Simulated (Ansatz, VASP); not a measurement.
# Cross-check of Ta between VASP and Ansatz, part 2 of 2

Aim: how closely do two programs agree when they are given the same cell, functional and k mesh? The structure shown is the end of the Ansatz relaxation below.

VASP 6.6.1 and Ansatz 0.2.0.

So far. Step 3 (VASP: single point, PBEsol, pair 1): The run ends at a pressure of 1.22 GPa, with forces up to 0.0013 eV/Å.

## Step 5: Ansatz: relaxation, PBEsol

Level of this step: Ansatz beside VASP: Kohn-Sham DFT, plane waves, PBEsol (Ansatz).

This run makes the geometry at which the two programs are then compared. The cell compared in this pair holds 146.19 Å³, against 144.21 Å³ for the pair before.

The structure compared here is the end of the Ansatz relaxation.

The input, input.yaml:

```yaml
crystal:
  lattice:
    - [5.2138238275, 0.0, 0.0]
    - [0.0, 5.2138238275, 0.0]
    - [0.0, 0.0, 5.41081969]
  atoms:
    - { symbol: Ta, position: [0.0, 0.0, 0.0] }
    - { symbol: Ta, position: [0.5, 0.5, 0.5] }
    - { symbol: Ta, position: [0.0, 0.5, 0.25] }
    - { symbol: Ta, position: [0.0, 0.5, 0.75] }
    - { symbol: Ta, position: [0.25, 0.0, 0.5] }
    - { symbol: Ta, position: [0.75, 0.0, 0.5] }
    - { symbol: Ta, position: [0.5, 0.75, 0.0] }
    - { symbol: Ta, position: [0.5, 0.25, 0.0] }
kpoints:
  mp_grid: { grid: [8, 8, 8] }
scf:
  occupations: { method: fermi_dirac, width: 0.05 }
hamiltonian:
  xc: pbesol
  pseudopotentials: { kind: paw, azcp: { folder: soft_1 }, xc_functional: pbe }
basis:
  ecutwfc: 600
output:
  forces: true
  stress: true
  write_density: true
  write_potential: true
  elf: true
  volumetric_format: npy
relax:
  f_tol: 0.005
  max_steps: 70
  cell: { stress_tol: 0.02, p_target: 0, fix: [c, alpha, beta, gamma] }
```

Launch:

```console
$ ansatz run input.yaml --threads 4 --pin off --max-ram 10240MiB --backend cpu --events-out ev --progress --plain --runs-dir out
```

Numbers of over 12 decimals in the logs are rounded to 6 here.

The program printed:

```text
[...]
Crystal: 8 atoms, lattice volume = 147.088 Å³
Basis set: ecut = 600 eV, 4921 PW (Γ), exchange–correlation on 90×90×90 points (8 copies of the dense FFT grid, shifted against one another)
Bands: 63, of which v1, the nominal top of the filled ones, is band 52 counted from 1 (51 counted from 0)
Symmetry: 16 space group operations
[...]
k-points: 75 of 512
[...]
- [5.197932, 0, 0.0]
    - [0, 5.197932, 0.0]
    - [0.0, 0.0, 5.41081969]
  atoms:
    - { symbol: Ta, position: [0, 0, 0.0] }
    - { symbol: Ta, position: [0.5, 0.5, 0.5] }
    - { symbol: Ta, position: [0, 0.5, 0.25] }
    - { symbol: Ta, position: [0, 0.5, 0.75] }
    - { symbol: Ta, position: [0.248321, 0.0, 0.5] }
    - { symbol: Ta, position: [0.751679, 0, 0.5] }
    - { symbol: Ta, position: [0.5, 0.748321, 0.0] }
    - { symbol: Ta, position: [0.5, 0.251679, 0.0] }
[key lines of the parts left out:]
SCF converged after 8 iterations
Free energy (F): -78458.867308 eV
Fermi energy:    18.125697 eV
P = ⅓ Tr σ = -1.7525 GPa (-17.525 kbar)
```

## Step 6: VASP: single point, PBEsol, pair 2

The same cell, functional, mesh and smearing now go to VASP, with its own data sets.

The input, INCAR:

```
SYSTEM = Ta
PREC = Accurate
ENCUT = 500
EDIFF = 1E-06
NELM = 120
ISMEAR = -1
SIGMA = 0.05
LREAL = .FALSE.
ALGO = Normal
GGA = PS
NBANDS = 54
LASPH = .TRUE.
LORBIT = 11
LWAVE = .FALSE.
LCHARG = .FALSE.
ISIF = 2
GGA_COMPAT = .FALSE.
KPAR = 2
```

The input, POSCAR:

```
Ta
1.0
    5.1979322587      0.0000000000      0.0000000000
    0.0000000000      5.1979322587      0.0000000000
    0.0000000000      0.0000000000      5.4108196900
Ta
8
Direct
    0.0000000000      0.0000000000      0.0000000000
    0.5000000000      0.5000000000      0.5000000000
    0.0000000000      0.5000000000      0.2500000000
    0.0000000000      0.5000000000      0.7500000000
    0.2483208046      0.0000000000      0.5000000000
    0.7516791954      0.0000000000      0.5000000000
    0.5000000000      0.7483208046      0.0000000000
    0.5000000000      0.2516791954      0.0000000000
```

The input, KPOINTS:

```
Automatic mesh
0
Gamma
8 8 8
0 0 0
```

Potentials, in the order of the species: Ta_pv (PBE family, release 64).

Launch:

```console
$ mpirun -np 2 vasp_std
```

The program printed:

```text
[banner, memory and clock lines left out]
running    2 mpi-ranks, on    1 nodes
[...]
[... a notice as in an earlier step ...]

 LDA part: xc-table for (Slater+PW92), standard interpolation
 POSCAR, INCAR and KPOINTS ok, starting setup
[...]
entering main loop
       N       E                     dE             d eps       ncg     rms          rms(c)
DAV:   1     0.909336460695E+03    0.90934E+03   -0.47635E+04  8148   0.165E+03
DAV:   2    -0.563256534472E+02   -0.96566E+03   -0.94551E+03  8640   0.504E+02
DAV:   3    -0.102718369356E+03   -0.46393E+02   -0.44374E+02 10124   0.944E+01
DAV:   4    -0.104258009837E+03   -0.15396E+01   -0.15087E+01  9624   0.148E+01
DAV:   5    -0.104305240906E+03   -0.47231E-01   -0.47099E-01 10084   0.220E+00    0.388E+01
DAV:   6    -0.101056639274E+03    0.32486E+01   -0.37649E+00  9326   0.107E+01    0.189E+01
DAV:   7    -0.100036751546E+03    0.10199E+01   -0.33508E+00  9478   0.989E+00    0.121E+00
DAV:   8    -0.100017371045E+03    0.19381E-01   -0.14050E-01 10096   0.262E+00    0.777E-01
DAV:   9    -0.100010516553E+03    0.68545E-02   -0.35920E-02 10188   0.120E+00    0.385E-01
```

From OUTCAR (step 6):

```text
  Total        0.1850889      0.1850889     -4.7075921     -0.0000000      0.0000000      0.0000000
  in kB        2.0284609      2.0284609    -51.5923269     -0.0000000      0.0000000      0.0000000
  external PRESSURE =     -15.8451350 kB  Pullay stress =       0.0000000 kB

 POSITION                                       TOTAL-FORCE (eV/Angst)
 -----------------------------------------------------------------------------------
      0.00000      0.00000      0.00000         0.000000      0.000000     -0.000000
      2.59897      2.59897      2.70541         0.000000      0.000000     -0.000000
      0.00000      2.59897      1.35270         0.000000      0.000000     -0.000000
      0.00000      2.59897      4.05811         0.000000      0.000000      0.000000
      1.29075      0.00000      2.70541         0.006130      0.000000     -0.000000
      3.90718      0.00000      2.70541        -0.006130      0.000000     -0.000000
      2.59897      3.88972      0.00000         0.000000      0.006130     -0.000000
      2.59897      1.30821      0.00000        -0.000000     -0.006130     -0.000000
 -----------------------------------------------------------------------------------
    total drift:                               -0.000000     -0.000000     -0.000000

  FREE ENERGIE OF THE ION-ELECTRON SYSTEM (eV)
  ---------------------------------------------------
  free  energy   TOTEN  =      -100.0080549147 eV

  energy  without entropy=      -99.9415631329  energy(sigma->0) =      -99.97480902

[... 1 part as in an earlier step ...]

[... 2 further parts left out ...]
[key lines of the parts left out:]
E-fermi :   5.3051
```

The run ends at a pressure of -1.58 GPa, with forces up to 0.0061 eV/Å.

## Step 7: Comparison

What differs besides the data sets and the points named for the pairs above, as far as they apply: the data sets hold 104 valence electrons in Ansatz (on its PAW soft_1 files) and 88 in VASP. Total energies have different zeros and are not compared.

The two programs side by side:

```tsv
quantity	Ansatz	VASP	difference
pressure (GPa)	-1.75	-1.58	-0.17
```

At this near-relaxed geometry the largest component of a force difference is 6 meV/Å.

## Step 8: Outcome

| Property | Result |
| --- | --- |
| difference in pressure (single point, PBEsol, pair 1) | -0.19 GPa |
| difference in pressure (single point, PBEsol, pair 2) | -0.17 GPa |

**Reading.** The difference in pressure is -0.19 GPa (single point, PBEsol, pair 1), within the 1 GPa picked in this series as the mark of a large difference. The data sets hold unlike numbers of valence electrons (104 in Ansatz and 88 in VASP), so part of the differences comes from the potentials. How closely two codes agree says nothing of how well the functional describes the real material.

[Lines on the potential files, build, host, timing and source positions are cut from VASP's logs without a mark.]

[Logs are printed without paths, hosts, clocks, repeated set-up lines and the standing remarks that a program may print on its own settings, such as how far it seeks lower states.]

[Hosts, paths, dates, database ids (printed as entryN), source tags and the programs' standing remarks are cut or masked in the printed files.]
